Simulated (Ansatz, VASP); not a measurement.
**SrCd2Sb2: VASP beside Ansatz**

Aim: how closely do two programs agree when they are given the same cell, functional and k mesh?

Method: plane waves, with VASP 6.6.1 beside it; relaxation of cell and atoms at PBEsol, in Ansatz 0.2.0.

**1. The structure**

It takes space group P-3m1 (No. 164, trigonal). The conventional cell has a = 4.709 Å, b = 4.709 Å, c = 7.822 Å, α = 90.00°, β = 90.00°, γ = 120.00°. Nearest to Sb lie 4 Cd at 2.87 to 2.97 Å and 3 Sr at 3.35 Å. Cd has 4 Sb at 2.87 to 2.97 Å nearest. Sr has 6 Sb at 3.35 Å nearest. Farther neighbours are not listed.

Coordinates:

```cif
data_structure
_symmetry_space_group_name_H-M 'P-3m1'
_symmetry_Int_Tables_number 164
_cell_length_a 4.7090
_cell_length_b 4.7090
_cell_length_c 7.8220
_cell_angle_alpha 90.000
_cell_angle_beta 90.000
_cell_angle_gamma 120.000
_cell_volume 150.21
loop_
_atom_site_label
_atom_site_type_symbol
_atom_site_symmetry_multiplicity
_atom_site_Wyckoff_symbol
_atom_site_fract_x
_atom_site_fract_y
_atom_site_fract_z
_atom_site_occupancy
Sb1 Sb 2 d 0.66667 0.33333 0.74920 1
Cd1 Cd 2 d 0.66667 0.33333 0.36920 1
Sr1 Sr 1 a 0.00000 0.00000 0.00000 1
```

**2. VASP: relaxation of cell and atoms, PBEsol**

The relaxed volume is the usual yardstick between codes: its relative difference is about their pressure difference at one cell divided by the bulk modulus.

Lines of VASP's logs that name or quote its potential files are left out, and so is its time.

The input, INCAR:

```
SYSTEM = SrCd2Sb2
PREC = Accurate
ENCUT = 360
EDIFF = 1E-06
NELM = 120
ISMEAR = 0
SIGMA = 0.1
LREAL = .FALSE.
ALGO = Normal
GGA = PS
NBANDS = 28
LORBIT = 11
LWAVE = .FALSE.
LCHARG = .FALSE.
KPAR = 3
IBRION = 2
NSW = 40
ISIF = 3
EDIFFG = -0.02
POTIM = 0.4
```

The input, POSCAR:

```
SrCd2Sb2
1.0
    4.7090000000      0.0000000000      0.0000000000
   -2.3545000000      4.0781136264      0.0000000000
    0.0000000000      0.0000000000      7.8220000000
Sb Cd Sr
2 2 1
Direct
    0.6666666667      0.3333333333      0.7492000000
    0.3333333333      0.6666666667      0.2508000000
    0.6666666667      0.3333333333      0.3692000000
    0.3333333333      0.6666666667      0.6308000000
    0.0000000000      0.0000000000      0.0000000000
```

The input, KPOINTS:

```
Automatic mesh
0
Gamma
5 5 3
0 0 0
```

PAW data sets: Sb, Cd and Sr_sv (PBE family, release 64).

Command:

```sh
$ mpirun -np 3 vasp_std
```

Numbers of over 12 decimals in the logs are rounded to 6 here.

Output:

```text
[banner, memory and clock lines left out]
running    3 mpi-ranks, on    1 nodes
 distrk:  each k-point on    1 cores,    3 groups
 distr:  one band on    1 cores,    1 groups

 POSCAR found type information on POSCAR SbCdSr
 POSCAR found :  3 types and       5 ions
|                                                                             |
|               ----> ADVICE to this user running VASP <----                  |
|                                                                             |
|     You enforced a specific xc type in the INCAR file but a different       |
|     [... a line on the potential file left out ...]
|     I HOPE YOU KNOW WHAT YOU ARE DOING!                                     |
|                                                                             |

 LDA part: xc-table for (Slater+PW92), standard interpolation
 POSCAR, INCAR and KPOINTS ok, starting setup
 FFT: planning ... GRIDC
 FFT: planning ... GRID_SOFT
 FFT: planning ... GRID
 WAVECAR not read
 entering main loop
       N       E                     dE             d eps       ncg     rms          rms(c)
DAV:   1     0.234096486793E+03    0.23410E+03   -0.16406E+04   672   0.106E+03
DAV:   2    -0.366285702349E+01   -0.23776E+03   -0.23197E+03   740   0.289E+02
DAV:   3    -0.165359624073E+02   -0.12873E+02   -0.12797E+02   996   0.683E+01
DAV:   4    -0.167814919243E+02   -0.24553E+00   -0.24514E+00   944   0.690E+00
DAV:   5    -0.167876001196E+02   -0.61082E-02   -0.61068E-02   924   0.943E-01    0.186E+01
DAV:   6    -0.158636913124E+02    0.92391E+00   -0.29654E+00   788   0.133E+01    0.105E+01
DAV:   7    -0.158311721359E+02    0.32519E-01   -0.79424E-01   776   0.420E+00    0.265E+00
DAV:   8    -0.158254478006E+02    0.57243E-02   -0.10445E-01   752   0.272E+00    0.859E-01
DAV:   9    -0.158251948005E+02    0.25300E-03   -0.11019E-02   764   0.906E-01    0.185E-01
DAV:  10    -0.158251370184E+02    0.57782E-04   -0.23561E-03  1060   0.391E-01    0.495E-02
DAV:  11    -0.158251514903E+02   -0.14472E-04   -0.19345E-04   760   0.656E-02    0.399E-02
DAV:  12    -0.158251607965E+02   -0.93062E-05   -0.77060E-05   832   0.463E-02    0.125E-02
DAV:  13    -0.158251629294E+02   -0.21329E-05   -0.13690E-05   756   0.200E-02    0.434E-03
DAV:  14    -0.158251626628E+02    0.26659E-06   -0.12507E-06   588   0.547E-03
   1 F= -.15825163E+02 E0= -.15823646E+02  d E =-.158252E+02
[... from here on, the cycles between the ionic steps are left out ...]
   2 F= -.15831181E+02 E0= -.15829663E+02  d E =-.601836E-02
   3 F= -.15831381E+02 E0= -.15829862E+02  d E =-.621799E-02
   4 F= -.15831399E+02 E0= -.15829881E+02  d E =-.623636E-02
   5 F= -.15832876E+02 E0= -.15831375E+02  d E =-.147723E-02
   6 F= -.15834550E+02 E0= -.15833161E+02  d E =-.315060E-02
   7 F= -.15835019E+02 E0= -.15833597E+02  d E =-.469749E-03
   8 F= -.15835096E+02 E0= -.15833646E+02  d E =-.546012E-03
 curvature:  -1.57 expect dE=-0.813E-04 dE for cont linesearch -0.997E-05
 ZBRENT: interpolating
 opt :   2.7799  next Energy=   -15.835108 (dE=-0.558E-03)
 bond charge predicted
       N       E                     dE             d eps       ncg     rms          rms(c)
DAV:   1    -0.158351277349E+02   -0.32029E-04   -0.17648E-02   680   0.720E-01    0.493E-02
DAV:   2    -0.158351142013E+02    0.13534E-04   -0.20513E-04   772   0.114E-01    0.148E-02
DAV:   3    -0.158351113406E+02    0.28607E-05   -0.97628E-06   776   0.213E-02    0.120E-02
DAV:   4    -0.158351100626E+02    0.12781E-05   -0.23632E-06   684   0.805E-03    0.506E-03
DAV:   5    -0.158351098406E+02    0.22194E-06   -0.37433E-07   376   0.457E-03
   9 F= -.15835110E+02 E0= -.15833667E+02  d E =-.560214E-03
 curvature:  -1.88 expect dE=-0.686E-04 dE for cont linesearch -0.263E-08
 trial: gam= 0.04823 g(F)=  0.362E-04 g(S)=  0.336E-06 ort =-0.882E-06 (trialstep = 0.187E+01)
 search vector abs. value=  0.377E-04
 reached required accuracy - stopping structural energy minimisation
```

Parts of OUTCAR (step 2):

```text
ion  position               nearest neighbor table
   1  0.667  0.333  0.749-   4 2.87   4 2.87   4 2.87   3 2.97   5 3.35   5 3.35   5 3.35
   2  0.333  0.667  0.251-   3 2.87   3 2.87   3 2.87   4 2.97   5 3.35   5 3.35   5 3.35
   3  0.667  0.333  0.369-   2 2.87   2 2.87   2 2.87   1 2.97   4 3.40   4 3.40   4 3.40   5 3.97
                             5 3.97   5 3.97
   4  0.333  0.667  0.631-   1 2.87   1 2.87   1 2.87   2 2.97   3 3.40   3 3.40   3 3.40   5 3.97
                             5 3.97   5 3.97
   5  0.000  0.000  0.000-   1 3.35   2 3.35   2 3.35   1 3.35   1 3.35   2 3.35   3 3.97   4 3.97
                             3 3.97   4 3.97   3 3.97   4 3.97

  LATTYP: Found a hexagonal cell.
 ALAT       =     4.7090000000
 C/A-ratio  =     1.6610745381

 Subroutine GETGRP returns: Found 12 space group operations
 (whereof 12 operations were pure point group operations)

The static configuration has the point symmetry D_3d.

 Found     12 irreducible k-points:

   k-points           NKPTS =     12   k-points in BZ     NKDIM =     12   number of bands    NBANDS=     28

   dimension x,y,z NGX =    30 NGY =   30 NGZ =   48
   dimension x,y,z NGXF=    60 NGYF=   60 NGZF=   96

   ENCUT  =  360.0 eV  26.46 Ry    5.14 a.u.   7.29  7.29 12.10*2*pi/ulx,y,z

   NELECT =      44.0000    total number of electrons

 k-points in reciprocal lattice and weights: Automatic mesh
   0.00000000  0.00000000  0.00000000       0.013
   0.20000000  0.00000000  0.00000000       0.080
   0.40000000  0.00000000  0.00000000       0.080
   0.20000000  0.20000000  0.00000000       0.080
   0.40000000  0.20000000  0.00000000       0.080
   0.00000000  0.00000000  0.33333333       0.027
   0.20000000  0.00000000  0.33333333       0.080
   0.00000000  0.20000000  0.33333333       0.080
   0.40000000  0.00000000  0.33333333       0.080
   0.00000000  0.40000000  0.33333333       0.080
   0.20000000  0.20000000  0.33333333       0.160
   0.40000000  0.20000000  0.33333333       0.160

 average (electrostatic) potential at core
       1 -87.9154       2 -87.9154       3 -37.9675       4 -37.9675       5 -37.4014

 E-fermi :   4.0441

 k-point     1 :       0.0000    0.0000    0.0000
  band No.  band energies     occupation
    ...
     18       2.6686      2.00000
     19       2.6686      2.00000
     20       3.7615      1.99994
     21       4.0648      0.76948
     22       4.0648      0.76947
     23       4.2782      0.00093
     24       4.6712      0.00000
     25       5.9635      0.00000
     26       6.2431      0.00000
     27       6.2431      0.00000
    ...

 k-point     2 :       0.2000    0.0000    0.0000
  band No.  band energies     occupation
    ...
     18       0.9630      2.00000
     19       1.9967      2.00000
     20       2.3952      2.00000
     21       3.3944      2.00000
     22       3.4085      2.00000
     23       5.0588      0.00000
     24       5.5929      0.00000
     25       6.3691      0.00000
     26       6.9493      0.00000
     27       6.9584      0.00000
    ...

 k-point     3 :       0.4000    0.0000    0.0000
  band No.  band energies     occupation
    ...
     18      -0.0483      2.00000
     19       1.0684      2.00000
     20       1.9775      2.00000
     21       2.2536      2.00000
     22       2.7590      2.00000
     23       4.5397      0.00000
     24       6.1080      0.00000
     25       6.6341      0.00000
     26       7.6420      0.00000
     27       7.6929      0.00000
    ...

  Total        0.0000085      0.0000085     -0.0065934     -0.0000000      0.0000000      0.0000000
  in kB        0.0000923      0.0000923     -0.0715841     -0.0000000      0.0000000      0.0000000
  external PRESSURE =      -0.0237998 kB  Pullay stress =       0.0000000 kB

  energy-cutoff  :      360.00
  volume of cell :      147.57
      direct lattice vectors                 reciprocal lattice vectors
     4.712174299 -0.000000000  0.000000000     0.212216259  0.122523114 -0.000000000
    -2.356087149  4.080862650  0.000000000     0.000000000  0.245046228 -0.000000000
     0.000000000 -0.000000000  7.674176780    -0.000000000 -0.000000000  0.130307136

 POSITION                                       TOTAL-FORCE (eV/Angst)
 -----------------------------------------------------------------------------------
      2.35609      1.36029      5.77155        -0.000000      0.000000     -0.015248
     -0.00000      2.72058      1.90263         0.000000     -0.000000      0.015248
      2.35609      1.36029      2.82164        -0.000000      0.000000     -0.015362
     -0.00000      2.72058      4.85254         0.000000     -0.000000      0.015362
     -0.00000      0.00000      0.00000        -0.000000     -0.000000      0.000000
 -----------------------------------------------------------------------------------
    total drift:                               -0.000000      0.000000     -0.000000

  FREE ENERGIE OF THE ION-ELECTRON SYSTEM (eV)
  ---------------------------------------------------
  free  energy   TOTEN  =       -15.8351098406 eV

  energy  without entropy=      -15.8322236851  energy(sigma->0) =      -15.83366676

 reached required accuracy - stopping structural energy minimisation

 total charge
# of ion       s       p       d       tot
------------------------------------------
    1        1.129   1.370   0.015   2.514
    2        1.129   1.370   0.015   2.514
    3        0.486   0.318   9.497  10.301
    4        0.486   0.318   9.497  10.301
    5        2.010   5.727   0.226   7.964
--------------------------------------------------
tot          5.239   9.104  19.250  33.593

[... 3 further parts left out ...]
```

CONTCAR:

```
SrCd2Sb2
   1.00000000000000
     4.7121742987302051   -0.0000000000000000    0.0000000000000000
    -2.3560871493651026    4.0808626497395206    0.0000000000000000
     0.0000000000000000   -0.0000000000000000    7.6741767795830782
  Sb              Cd              Sr
     2     2     1
Direct
     0.6666666667000030    0.3333333332999970    0.7520741221367400
     0.3333333332999970    0.6666666667000030    0.2479258778632600
     0.6666666667000030    0.3333333332999970    0.3676792545807662
     0.3333333332999970    0.6666666667000030    0.6323207454192338
     0.0000000000000000    0.0000000000000000    0.0000000000000000
```

[end of part 1 of 2]

[Lines on the potential files, build, host, timing and source positions are cut from VASP's logs without a mark.]

[Logs are printed without paths, hosts, clocks, repeated set-up lines and the standing remarks that a program may print on its own settings, such as how far it seeks lower states.]

[Hosts, paths, dates, database ids (printed as entryN), source tags and the programs' standing remarks are cut or masked in the printed files.]
